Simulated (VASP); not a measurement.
Energy against volume of Pt (fcc). Computed with RPBE GGA, VASP's PBE PAW potentials (set 64) (plane waves; VASP).

```tsv
V (Å³/atom)	E (eV/atom)
14.915	-5.40683
15.390	-5.44348
15.866	-5.45488
16.342	-5.44555
16.818	-5.41925
```

Question: Fit a third-order Birch-Murnaghan equation of state.

Answer: 
```yaml
volume_per_atom: 15.87 Å³/atom
bulk_modulus: 231 GPa
pressure_derivative_of_the_bulk_modulus: 5.61
lattice_constant_a: 3.990 Å
```

Measured: bulk modulus 289 GPa at 0 K (computed value off by -20.0 %), as given by H. Levämäki et al., Physical Review B (2014), arXiv:1402.3671 [corrected for temperature and zero-point phonon effects]; a 3.913 Å at 0 K (computed value off by +2.0 %), as given by Daniel Mejia-Rodriguez et al., Physical Review B (2018), arXiv:1807.09216 [static lattice: zero-point anharmonic expansion removed].

The compound is Pt in the fcc structure. It was relaxed first, which changed the volume by +5 %.
